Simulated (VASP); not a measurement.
Method: vdW-DF-cx, VASP's PBE PAW potentials (set 64) (plane waves; VASP 6.6.1).

Input for VASP

KPOINTS:
```
K-points
0
Gamma
7 7 7
0 0 0
```

### INCAR
```
SYSTEM=CdSe
PREC=Accurate; ENCUT=520; LREAL=.False.
LASPH=.True.
EDIFF=1E-6; NELM=100; ALGO=Normal
LMAXMIX=4
ISMEAR=0; SIGMA=0.05
GGA=CX; LUSE_VDW=.True.; AGGAC=0.0
IBRION=2; NSW=60; ISIF=3
EDIFFG=-0.01
LWAVE=.False.; LCHARG=.False.
```

**POSCAR**
```
CdSe
1.0
  0.0000000000   3.0593804594   3.0593804594
  3.0593804594   0.0000000000   3.0593804594
  3.0593804594   3.0593804594   0.0000000000
Cd Se
1 1
Cart
  0.0000000000   0.0000000000   0.0000000000
  1.5296902297   1.5296902297   1.5296902297
```

POTCAR, in this order: Cd Se (PBE.64 set). Program: vasp_std.

Output

File OSZICAR:
```
       N       E                     dE             d eps       ncg     rms          rms(c)
DAV:   1     0.117059172566E+03    0.11706E+03   -0.89102E+03   520   0.123E+03
DAV:   2     0.353638984820E+01   -0.11352E+03   -0.10743E+03   625   0.293E+02
DAV:   3    -0.108504396660E+01   -0.46214E+01   -0.46119E+01   595   0.617E+01
DAV:   4    -0.110771533073E+01   -0.22671E-01   -0.22670E-01   570   0.443E+00
DAV:   5    -0.110785899271E+01   -0.14366E-03   -0.14366E-03   600   0.313E-01    0.601E+00
DAV:   6    -0.754636977993E+00    0.35322E+00   -0.70405E-01   713   0.113E+01    0.476E+00
DAV:   7    -0.735802273436E+00    0.18835E-01   -0.15000E-01   565   0.302E+00    0.214E+00
DAV:   8    -0.736285015599E+00   -0.48274E-03   -0.14125E-02   530   0.178E+00    0.224E-01
DAV:   9    -0.736381652350E+00   -0.96637E-04   -0.19657E-03   610   0.661E-01    0.475E-02
DAV:  10    -0.736440674806E+00   -0.59022E-04   -0.21998E-04   535   0.221E-01    0.429E-02
DAV:  11    -0.736484369285E+00   -0.43694E-04   -0.84396E-05   530   0.745E-02    0.163E-02
DAV:  12    -0.736483295884E+00    0.10734E-05   -0.59624E-06   605   0.361E-02    0.463E-03
DAV:  13    -0.736484047419E+00   -0.75154E-06   -0.22959E-06   514   0.102E-02
   1 F= -.73648405E+00 E0= -.73648405E+00  d E =-.736484E+00
```

**OUTCAR**
```
------------------------ aborting loop because EDIFF is reached ----------------------------------------
  FORCE on cell =-STRESS in cart. coord.  units (eV):
  Direction    XX          YY          ZZ          XY          YZ          ZX
  --------------------------------------------------------------------------------------
  Total        0.0021325      0.0021325      0.0021325     -0.0000000     -0.0000000     -0.0000000
  in kB        0.0596576      0.0596576      0.0596576     -0.0000000     -0.0000000     -0.0000000
  external PRESSURE =       0.0596576 kB  Pullay stress =       0.0000000 kB
  volume of cell :       57.27
      direct lattice vectors                 reciprocal lattice vectors
     0.000000000  3.059380459  3.059380459    -0.163431782  0.163431782  0.163431782
     3.059380459  0.000000000  3.059380459     0.163431782 -0.163431782  0.163431782
     3.059380459  3.059380459  0.000000000     0.163431782  0.163431782 -0.163431782
  FREE ENERGIE OF THE ION-ELECTRON SYSTEM (eV)
  ---------------------------------------------------
  free  energy   TOTEN  =        -0.7364840474 eV

  energy  without entropy=       -0.7364840474  energy(sigma->0) =       -0.73648405

 reached required accuracy - stopping structural energy minimisation
```
(Selected blocks of OUTCAR.)

The compound is CdSe in the zinc blende structure, whereas wurtzite is the usual form. It was relaxed first. The start is the result of an earlier pass.
